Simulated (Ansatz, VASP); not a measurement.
# PtC: VASP beside Ansatz

One calculation is typed for both programs; each brings its own data sets. How far apart do they land? The cell is generated by rule, not measured, and may not be a known phase. The cell is taken from a series of runs on this material, whose earlier steps may have relaxed, scaled, displaced or heated it; both programs get it as it stands.

Method: plane waves, with VASP 6.6.1 beside it; single point at PBEsol, in Ansatz 0.2.0.

The structure was built from a prototype and need not be the compound's stable phase.

## (1) Set-up

The structure is hexagonal, space group P6_3/mmc (No. 194). The conventional cell has a = 3.115 Å, b = 3.115 Å, c = 5.187 Å, α = 90.00°, β = 90.00°, γ = 120.00°. Nearest to Pt lie 6 C at 2.22 Å. Nearest to C lie 6 Pt at 2.22 Å. Farther neighbours are not listed.

As a file:

```cif
data_structure
_symmetry_space_group_name_H-M 'P 1'
_symmetry_Int_Tables_number 1
_cell_length_a 3.1153
_cell_length_b 5.1867
_cell_length_c 8.2424
_cell_angle_alpha 90.000
_cell_angle_beta 100.893
_cell_angle_gamma 90.000
_cell_volume 130.78
loop_
_atom_site_label
_atom_site_type_symbol
_atom_site_fract_x
_atom_site_fract_y
_atom_site_fract_z
_atom_site_occupancy
Pt1 Pt 0.66667 0.00000 0.33333 1
Pt2 Pt 0.00000 0.00000 0.00000 1
Pt3 Pt 0.33333 0.00000 0.66667 1
Pt4 Pt 0.66667 0.50000 0.33333 1
Pt5 Pt 0.00000 0.50000 0.00000 1
Pt6 Pt 0.33333 0.50000 0.66667 1
C7 C 0.22222 0.75000 0.44444 1
C8 C 0.55556 0.75000 0.11111 1
C9 C 0.88889 0.75000 0.77778 1
C10 C 0.77778 0.25000 0.55556 1
C11 C 0.11111 0.25000 0.22222 1
C12 C 0.44444 0.25000 0.88889 1
```

## (2) Ansatz: single point, PBEsol, pair 1

Ansatz runs on its default PAW (the set named soft_2) files.

With cell and atoms fixed, the geometry can't cause a difference; cores, projectors, grids and the points listed under the comparison can.

File input.yaml:

```yaml
crystal:
  lattice:
    - [-3.1153338582, 3.085e-06, 0.0]
    - [0.0, 0.0, -5.186655658]
    - [1.5576589139, -8.0938763299, 0.0]
  atoms:
    - { symbol: Pt, position: [0.6666666667, 1.0, 0.3333333333] }
    - { symbol: Pt, position: [0.0, 1.0, 0.0] }
    - { symbol: Pt, position: [0.3333333333, 1.0, 0.6666666667] }
    - { symbol: Pt, position: [0.6666666667, 0.5, 0.3333333333] }
    - { symbol: Pt, position: [0.0, 0.5, 0.0] }
    - { symbol: Pt, position: [0.3333333333, 0.5, 0.6666666667] }
    - { symbol: C, position: [0.2222222222, 0.75, 0.4444444444] }
    - { symbol: C, position: [0.5555555556, 0.75, 0.1111111111] }
    - { symbol: C, position: [0.8888888889, 0.75, 0.7777777778] }
    - { symbol: C, position: [0.7777777778, 0.25, 0.5555555556] }
    - { symbol: C, position: [0.1111111111, 0.25, 0.2222222222] }
    - { symbol: C, position: [0.4444444444, 0.25, 0.8888888889] }
kpoints:
  mp_grid: { grid: [10, 6, 10] }
hamiltonian:
  xc: pbesol
scf:
  occupations: { method: methfessel_paxton, width: 0.15 }
output:
  forces: true
  stress: true
  eigenvalues: true
```

The run is started by

```sh
$ ansatz run input.yaml --threads 4 --pin off --max-ram 7168MiB --backend cpu --events-out ev --progress --plain --runs-dir out
```

Numbers of over 12 decimals in the logs are rounded to 6 here.

Output:

```text
Engine: ansatz 0.2.0, x86_64-unknown-linux-gnu
Pseudopotentials: kind: paw
Pseudopotential: Pt, paw, valence charge 18, recommended cutoff 420 eV (normal), Pt.paw.azcp
Pseudopotential: C, paw, valence charge 4, recommended cutoff 420 eV (normal), C.paw.azcp
Functional definition: PBEsol
  exchange = pbesol_x
  correlation = pbesol_c
Crystal: 12 atoms, lattice volume = 130.782 Å³
Basis set: ecut = 420 eV, 2567 PW (Γ), exchange–correlation on 48×72×120 points (8 copies of the dense FFT grid, shifted against one another)
Bands: 80, of which v1, the nominal top of the filled ones, is band 66 counted from 1 (65 counted from 0)
Symmetry: 24 space group operations
Space group: P63/mmc (ITA 194), of the structure as read, at distance tolerance 5.1e-5 Å
k-points: 124 of 600
Non-local potential: Pt, projectors of the file, l = 0: 3, l = 1: 2, l = 2: 2, l = 3: 1
Non-local potential: C, projectors of the file, l = 0: 2, l = 1: 2, l = 2: 1
PAW form: soft (Blöchl's): semilocal exchange-correlation on the pseudo side does not see the compensation charge
PAW frozen core: Pt, regenerated for the run's functional, and the local potential with it (the file was generated under x = pbe(κ = 0.804, μ = 0.219515), c = pbe(β = 0.066725))
PAW frozen core: C, regenerated for the run's functional, and the local potential with it (the file was generated under x = pbe(κ = 0.804, μ = 0.219515), c = pbe(β = 0.066725))
PAW one-centre angular grid: Pt, 590 points (default); XC on 64 Gauss nodes
PAW one-centre angular grid: C, 110 points (default); XC on 64 Gauss nodes
Initial density: superposition of atomic densities (neutral atoms: chi_scale 0, normalization atom), corrected by the library's trained network
Initial wavefunctions: pseudopotential atomic-orbital guess
Functional: x = pbesol(κ = 0.804, μ = 0.123457), c = pbesol(β = 0.046)
SCF iter   1: F=—  HF=-75768.472553 eV  |F-HF|=—  |Δ(HF+E_count)|=         —  Δρ=9.05e-3  dr2=6.40e-2  ethr=1.77e-3  ⟨swp⟩=5.4  Hψ=34992  notcnv=0  defer=12
preconditioner: auto → Kerker (q_TF=auto, 2.733 Å⁻¹)  [metal: Δε(μ)=0.003 eV  Ē_g=8.805 eV  σ=0.150 eV  W_gap=0.01  n_scr=50 (ndim 8)  ℏωp=29.8 eV  f_vac=0.000  D(μ)=6.06/eV (n_scr^D=58)]
SCF iter   2: F=—  HF=-75768.459876 eV  |F-HF|=—  |Δ(HF+E_count)|=   1.27e-2  S|Δr|=    0.00e0  Δρ=4.76e-3  dr2=1.87e-2  ethr=4.85e-5  ⟨swp⟩=1.9  Hψ=12061  notcnv=0  defer=12
SCF iter   3: F=—  HF=-75768.454212 eV  |F-HF|=—  |Δ(HF+E_count)|=   5.66e-3  S|Δr|=    0.00e0  Δρ=7.41e-4  dr2=6.86e-4  ethr=1.41e-5  ⟨swp⟩=2.0  Hψ=14487  notcnv=0  defer=12
SCF iter   4: F=—  HF=-75768.454114 eV  |F-HF|=—  |Δ(HF+E_count)|=   9.82e-5  S|Δr|=    0.00e0  Δρ=1.66e-4  dr2=4.07e-5  ethr=5.19e-7  ⟨swp⟩=2.0  Hψ=13577  notcnv=0  defer=12
SCF iter   5: F=—  HF=-75768.454068 eV  |F-HF|=—  |Δ(HF+E_count)|=   4.59e-5  S|Δr|=    0.00e0  Δρ=4.59e-5  dr2=2.38e-6  ethr=3.08e-8  ⟨swp⟩=2.7  Hψ=13732  notcnv=0  defer=12
SCF iter   6: F=-75768.454069 eV  HF=-75768.454069 eV  |F-HF|=8.44e-10  |Δ(HF+E_count)|=   1.21e-6  S|Δr|=    0.00e0  Δρ=7.65e-6  dr2=5.74e-8  ethr=7.58e-11  ⟨swp⟩=7.9  Hψ=42281  notcnv=0
SCF 1 converged in 6 iterations: F = -75768.454069 eV  dr2 = 5.74e-8
  greatest PAW one-centre occupation: 1.000 electrons in one spin orbital (limit 2), on the Pt atom at site 5 (counted from 0), in its partial waves of l = 0
SCF converged after 6 iterations
Stability not checked: this state was not tested for a lower state beside it, because cold or Methfessel-Paxton smearing, or corrected tetrahedra, fill the levels in a way that the test cannot read (fill_not_monotonic; see scf.lower_state_search)
Free energy (F): -75768.454069 eV
Harris-Foulkes:  -75768.454069 eV  (|F-HF|=8.44e-10)
Internal energy: -75768.452721 eV  (E = F + TS)
E sigma→0 (E₀):  -75768.453732 eV
Entropy (-TS):   -0.001348 eV (-0.112 meV/atom)
Fermi energy:    20.032796 eV
--- Per-component energies (eV) ---
  E_band       = -962.815445
  E_kinetic    = 4338.859062
  E_local      = -10564.221636  (includes V_loc(G=0)·N_el)
  E_nonlocal   = 1371.928129
  E_hartree    = 3918.136402
  E_xc         = -1845.348324
  E_vxc        = -2166.948552  (∫ρ·V_xc dr)
  E_paw        = -56463.813850  (= ΣΔE_a)
  E_vpaw       = -1778.690071  (= ΣTr[D̂ρ^β])
  E_aug_tail   = 0.001473  (compensation charges beyond the density's cutoff)
  E_ewald      = -16525.842468
  E_core_change = 1.848490  (= ΣΔE_core)
  E_smearing   = -0.001348  (= −TS)
  E_closure    = -0.000000  (closes the sum)
  Σ components = -75768.454069   (vs F -75768.454069, Δ=0.00e0)
--- Forces (eV/Å), atoms counted from 1 ---
  atom   1  Pt    -0.00000000    -0.00000000     0.00000000
  atom   2  Pt     0.00000000     0.00000000     0.00000000
  atom   3  Pt    -0.00000000     0.00000000     0.00000000
  atom   4  Pt    -0.00000000     0.00000000     0.00000000
  atom   5  Pt     0.00000000    -0.00000000     0.00000000
  atom   6  Pt     0.00000000     0.00000000     0.00000000
  atom   7  C      0.00000000     0.00098814     0.00000000
  atom   8  C      0.00000000     0.00098814     0.00000000
  atom   9  C      0.00000000     0.00098814     0.00000000
  atom  10  C     -0.00000000    -0.00098814    -0.00000000
  atom  11  C     -0.00000000    -0.00098814    -0.00000000
  atom  12  C     -0.00000000    -0.00098814    -0.00000000
  max |Σ_I F_I| component: 1.39e-17 eV/Å
--- Stress (GPa, compression-positive) ---
        0.215418       0.000000       0.000000
        0.000000       0.404337       0.000000
        0.000000       0.000000      -1.271251
  P = ⅓ Tr σ = -0.2172 GPa (-2.172 kbar)
--- Band table (eV; the first three rows and the last of 124) ---
  k-point 0: bands = [... 62 lower, 19.4474, 19.4474, 19.6369, 19.7249, 19.7256, 20.3457, 20.3457, 21.1198, ... 10 higher]
  k-point 1: bands = [... 62 lower, 19.1599, 19.6889, 19.6925, 19.7455, 19.7487, 20.0866, 20.5552, 21.1163, ... 10 higher]
  k-point 2: bands = [... 62 lower, 18.9421, 19.6022, 19.7872, 19.8006, 19.8716, 20.0402, 20.7175, 21.1056, ... 10 higher]
  k-point 123: bands = [... 62 lower, 18.6215, 18.6215, 18.7418, 18.7418, 20.9091, 20.9091, 21.6788, 21.6788, ... 10 higher]
```

The run ends at a pressure of -0.22 GPa, with forces up to 9.9e-4 eV/Å.

## (3) VASP: single point, PBEsol, pair 1

The same cell, functional, mesh and smearing now go to VASP, with its own data sets.

Lines of VASP's logs that name or quote its potential files are left out, and so is its time.

File INCAR:

```
SYSTEM = PtC
PREC = Accurate
ENCUT = 600
EDIFF = 1E-06
NELM = 120
ISMEAR = 1
SIGMA = 0.15
LREAL = .FALSE.
ALGO = Normal
GGA = PS
NBANDS = 54
LASPH = .TRUE.
LORBIT = 11
LWAVE = .FALSE.
LCHARG = .FALSE.
ISIF = 2
GGA_COMPAT = .FALSE.
KPAR = 2
```

File POSCAR:

```
PtC
1.0
   -3.1153338582      0.0000030850      0.0000000000
    0.0000000000      0.0000000000     -5.1866556580
    1.5576589139     -8.0938763299      0.0000000000
Pt C
6 6
Direct
    0.6666666667      0.0000000000      0.3333333333
    0.0000000000      0.0000000000      0.0000000000
    0.3333333333      0.0000000000      0.6666666667
    0.6666666667      0.5000000000      0.3333333333
    0.0000000000      0.5000000000      0.0000000000
    0.3333333333      0.5000000000      0.6666666667
    0.2222222222      0.7500000000      0.4444444444
    0.5555555556      0.7500000000      0.1111111111
    0.8888888889      0.7500000000      0.7777777778
    0.7777777778      0.2500000000      0.5555555556
    0.1111111111      0.2500000000      0.2222222222
    0.4444444444      0.2500000000      0.8888888889
```

File KPOINTS:

```
Automatic mesh
0
Gamma
10 6 10
0 0 0
```

The projector-augmented-wave data sets are Pt and C (PBE family, release 64).

The run is started by

```sh
$ mpirun -np 2 vasp_std
```

Output:

```text
[banner, memory and clock lines left out]
running    2 mpi-ranks, on    1 nodes
 distrk:  each k-point on    1 cores,    2 groups
 distr:  one band on    1 cores,    1 groups

 POSCAR found type information on POSCAR PtC
 POSCAR found :  2 types and      12 ions
|                                                                             |
|               ----> ADVICE to this user running VASP <----                  |
|                                                                             |
|     You enforced a specific xc type in the INCAR file but a different       |
|     [... a line on the potential file left out ...]
|     I HOPE YOU KNOW WHAT YOU ARE DOING!                                     |
|                                                                             |

 LDA part: xc-table for (Slater+PW92), standard interpolation
 POSCAR, INCAR and KPOINTS ok, starting setup
 FFT: planning ... GRIDC
 FFT: planning ... GRID_SOFT
 FFT: planning ... GRID
 WAVECAR not read
 entering main loop
       N       E                     dE             d eps       ncg     rms          rms(c)
DAV:   1     0.549287949544E+03    0.54929E+03   -0.46591E+04 13408   0.169E+03
DAV:   2    -0.585073861750E+02   -0.60780E+03   -0.57989E+03 14896   0.352E+02
DAV:   3    -0.955487611003E+02   -0.37041E+02   -0.35487E+02 15818   0.778E+01
DAV:   4    -0.965811816339E+02   -0.10324E+01   -0.10231E+01 15320   0.133E+01
DAV:   5    -0.966065890502E+02   -0.25407E-01   -0.25381E-01 16368   0.187E+00    0.554E+01
DAV:   6    -0.870103069467E+02    0.95963E+01   -0.58579E+01 15244   0.411E+01    0.294E+01
DAV:   7    -0.855214744375E+02    0.14888E+01   -0.13394E+01 14524   0.201E+01    0.151E+01
DAV:   8    -0.851187349755E+02    0.40274E+00   -0.94335E-01 14280   0.541E+00    0.258E+00
DAV:   9    -0.850911092147E+02    0.27626E-01   -0.10958E-01 15226   0.167E+00    0.617E-01
DAV:  10    -0.850921289135E+02   -0.10197E-02   -0.15273E-02 14430   0.606E-01    0.379E-01
DAV:  11    -0.850916280598E+02    0.50085E-03   -0.17780E-03 16418   0.237E-01    0.617E-02
DAV:  12    -0.850915678361E+02    0.60224E-04   -0.24803E-04 14446   0.610E-02    0.342E-02
DAV:  13    -0.850915673390E+02    0.49717E-06   -0.87570E-06 14730   0.126E-02
   1 F= -.85091567E+02 E0= -.85091132E+02  d E =-.130475E-02
```

Parts of OUTCAR (step 3):

```text
ion  position               nearest neighbor table
   1  0.667  0.000  0.333-  11 2.22   8 2.22   7 2.22   7 2.22  11 2.22  10 2.22   4 2.59   4 2.59
                             2 3.12   2 3.12   3 3.12   3 3.12
   2  0.000  0.000  0.000-   8 2.22  12 2.22  11 2.22   9 2.22   8 2.22  12 2.22   5 2.59   5 2.59
                             3 3.12   1 3.12   3 3.12   1 3.12
   3  0.333  0.000  0.667-   9 2.22  12 2.22  10 2.22  10 2.22   9 2.22   7 2.22   6 2.59   6 2.59
                             2 3.12   2 3.12   1 3.12   1 3.12
   4  0.667  0.500  0.333-  11 2.22   8 2.22   7 2.22   7 2.22  11 2.22  10 2.22   1 2.59   1 2.59
                             5 3.12   5 3.12   6 3.12   6 3.12
   5  0.000  0.500  0.000-   8 2.22  12 2.22  11 2.22   9 2.22   8 2.22  12 2.22   2 2.59   2 2.59
                             4 3.12   6 3.12   6 3.12   4 3.12
   6  0.333  0.500  0.667-   9 2.22  12 2.22  10 2.22  10 2.22   9 2.22   7 2.22   3 2.59   3 2.59
                             5 3.12   5 3.12   4 3.12   4 3.12
   7  0.222  0.750  0.444-   1 2.22   4 2.22   1 2.22   4 2.22   3 2.22   6 2.22
   8  0.556  0.750  0.111-   2 2.22   5 2.22   4 2.22   1 2.22   2 2.22   5 2.22
   9  0.889  0.750  0.778-   3 2.22   6 2.22   5 2.22   2 2.22   3 2.22   6 2.22
  10  0.778  0.250  0.556-   3 2.22   6 2.22   3 2.22   6 2.22   4 2.22   1 2.22
  11  0.111  0.250  0.222-   1 2.22   4 2.22   2 2.22   5 2.22   1 2.22   4 2.22
  12  0.444  0.250  0.889-   2 2.22   5 2.22   3 2.22   6 2.22   2 2.22   5 2.22

  LATTYP: Found a base centered orthorhombic cell.
 ALAT       =     3.1153338582
 B/A-ratio  =     5.1961524227
 C/A-ratio  =     1.6648795584

 Subroutine GETGRP returns: Found  8 space group operations
 (whereof  4 operations were pure point group operations)

The static configuration has the point symmetry C_2h.
 The point group associated with its full space group is D_2h.

 Found    124 irreducible k-points:

   k-points           NKPTS =    124   k-points in BZ     NKDIM =    124   number of bands    NBANDS=     54

   dimension x,y,z NGX =    28 NGY =   42 NGZ =   70
   dimension x,y,z NGXF=    56 NGYF=   84 NGZF=  140

   ENCUT  =  600.0 eV  44.10 Ry    6.64 a.u.   6.22 10.36 16.46*2*pi/ulx,y,z

   NELECT =      84.0000    total number of electrons

 k-points in reciprocal lattice and weights: Automatic mesh
   0.00000000  0.00000000  0.00000000       0.002
   0.10000000  0.00000000 -0.00000000       0.007
   0.20000000  0.00000000 -0.00000000       0.007
   0.30000000  0.00000000  0.00000000       0.007
   0.40000000  0.00000000  0.00000000       0.007
   0.50000000  0.00000000  0.00000000       0.003
   0.00000000  0.16666667  0.00000000       0.003
   0.10000000  0.16666667 -0.00000000       0.013
   0.20000000  0.16666667 -0.00000000       0.013
[...]
0.00000000  0.33333333  0.50000000       0.003
   0.00000000  0.50000000  0.50000000       0.002

 average (electrostatic) potential at core
       1 -64.2898       2 -64.2898       3 -64.2898       4 -64.2898       5 -64.2898
       6 -64.2898       7 -45.4338       8 -45.4338       9 -45.4338      10 -45.4338
      11 -45.4338      12 -45.4338

 E-fermi :  10.7283

 k-point     1 :       0.0000    0.0000    0.0000
  band No.  band energies     occupation
    ...
     39      10.1451      2.00000
     40      10.1451      2.00000
     41      10.3447      2.00178
     42      10.4229      2.01419
     43      10.4236      2.01442
     44      11.0300     -0.01541
     45      11.0300     -0.01541
     46      11.8006     -0.00000
     47      12.8650     -0.00000
     48      12.8650     -0.00000
    ...

 k-point     2 :       0.1000    0.0000   -0.0000
  band No.  band energies     occupation
    ...
     38       9.3137      2.00000
     39      10.0375      2.00000
     40      10.2179      2.00002
     41      10.2872      2.00026
     42      10.5480      2.07075
     43      10.9550     -0.05430
     44      10.9939     -0.03118
     45      11.1727     -0.00023
     46      11.7752     -0.00000
     47      13.0360     -0.00000
    ...

 k-point     3 :       0.2000    0.0000   -0.0000
  band No.  band energies     occupation
    ...
     38       9.1113      2.00000
     39       9.7492      2.00000
     40       9.8297      2.00000
     41      10.2174      2.00002
     42      10.7505      0.75303
     43      10.9660     -0.04757
     44      11.2171     -0.00004
     45      11.6777     -0.00000
     46      12.2502     -0.00000
     47      13.3848     -0.00000
    ...

  Total        0.2454605      0.4013228     -1.1022798      0.0000002      0.0000000      0.0000000
  in kB        3.0070710      4.9164985    -13.5037354      0.0000019      0.0000000      0.0000000
  external PRESSURE =      -1.8600553 kB  Pullay stress =       0.0000000 kB

  energy-cutoff  :      600.00
  volume of cell :      130.78
      direct lattice vectors                 reciprocal lattice vectors
    -3.115333858  0.000003085  0.000000000    -0.320992945 -0.061774791  0.000000000
     0.000000000  0.000000000 -5.186655658     0.000000000  0.000000000 -0.192802466
     1.557658914 -8.093876330  0.000000000    -0.000000122 -0.123550219  0.000000000

 POSITION                                       TOTAL-FORCE (eV/Angst)
 -----------------------------------------------------------------------------------
     -1.55767     -2.69796      0.00000        -0.000000     -0.000000      0.000000
      0.00000      0.00000      0.00000         0.000000     -0.000000      0.000000
     -0.00001     -5.39592      0.00000         0.000000     -0.000000      0.000000
     -1.55767     -2.69796     -2.59333         0.000000     -0.000000     -0.000000
      0.00000      0.00000     -2.59333        -0.000000     -0.000000      0.000000
     -0.00001     -5.39592     -2.59333        -0.000000     -0.000000      0.000000
     -0.00000     -3.59728     -3.88999         0.000000      0.001153      0.000000
     -1.55767     -0.89932     -3.88999         0.000000      0.001153      0.000000
     -1.55767     -6.29523     -3.88999         0.000000      0.001153      0.000000
     -1.55767     -4.49660     -1.29666        -0.000000     -0.001153      0.000000
     -0.00000     -1.79864     -1.29666        -0.000000     -0.001153      0.000000
     -0.00001     -7.19456     -1.29666        -0.000000     -0.001153      0.000000
 -----------------------------------------------------------------------------------
    total drift:                                0.000000     -0.000000      0.000000

  FREE ENERGIE OF THE ION-ELECTRON SYSTEM (eV)
  ---------------------------------------------------
  free  energy   TOTEN  =       -85.0915673390 eV

  energy  without entropy=      -85.0902625898  energy(sigma->0) =      -85.09113242

 total charge
# of ion       s       p       d       tot
------------------------------------------
    1        0.681   0.794   8.073   9.548
    2        0.681   0.794   8.073   9.548
    3        0.681   0.794   8.073   9.548
    4        0.681   0.794   8.073   9.548
    5        0.681   0.794   8.073   9.548
    6        0.681   0.794   8.073   9.548
    7        0.846   1.377   0.000   2.223
    8        0.846   1.377   0.000   2.223
    9        0.846   1.377   0.000   2.223
   10        0.846   1.377   0.000   2.223
   11        0.846   1.377   0.000   2.223
   12        0.846   1.377   0.000   2.223
--------------------------------------------------
tot          9.159  13.025  48.439  70.623

[... 3 further parts left out ...]
```

The run ends at a pressure of -0.19 GPa, with forces up to 0.0012 eV/Å.

## (4) Differences

Known differences besides the potentials themselves: the data sets hold 132 valence electrons in Ansatz (on its default PAW (the set named soft_2) files) and 84 in VASP; the cutoff is 420 eV in Ansatz and 600 eV in VASP; Ansatz makes its cores anew for this functional, VASP keeps those of its PBE data sets. Total energies have different zeros and are not compared.

Both answers:

```csv
quantity,Ansatz,VASP,difference
pressure (GPa),-0.22,-0.19,-0.03
```

(Part 1 of 2 ends here.)

[Lines on the potential files, build, host, timing and source positions are cut from VASP's logs without a mark.]

[Logs are printed without paths, hosts, clocks, repeated set-up lines and the standing remarks that a program may print on its own settings, such as how far it seeks lower states.]

[Hosts, paths, dates, database ids (printed as entryN), source tags and the programs' standing remarks are cut or masked in the printed files.]
